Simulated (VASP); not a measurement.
Consider the following.

```yaml
crystal:
  lattice:
    - [0.00000, 2.53080, 2.53080]
    - [2.53080, 0.00000, 2.53080]
    - [2.53080, 2.53080, 0.00000]
  atoms:
    - { symbol: Co, position: [0.00000, 0.00000, 0.00000] }
    - { symbol: Si, position: [0.25000, 0.25000, 0.25000] }
    - { symbol: Si, position: [0.75000, 0.75000, 0.75000] }
```

Computed with PBE GGA, VASP's PBE PAW potentials (set 64) (plane waves; VASP). Run with 500 eV cut-off, 10×10×10 Γ-centred mesh, first-order Methfessel-Paxton smearing of 0.10 eV, potentials Co Si.

Q: Estimate the energy per atom (σ→0), pressure, band gap (on the k-mesh) with the smallest direct gap where there is one.

A: 
```
Quantity                                                     Value
------------------------  ----------------------------------------
band gap (on the k-mesh)  none (metal, semimetal or under 0.01 eV)
energy per atom (σ→0)                               -6.190 eV/atom
pressure                                                 44.86 GPa
```

The compound is CoSi2 in the fluorite structure. It was relaxed first under an external pressure of 45 GPa. The run is not spin-polarised, so no magnetic state was tried. The electron count is odd and the run is not spin-polarised, which forces a metal.
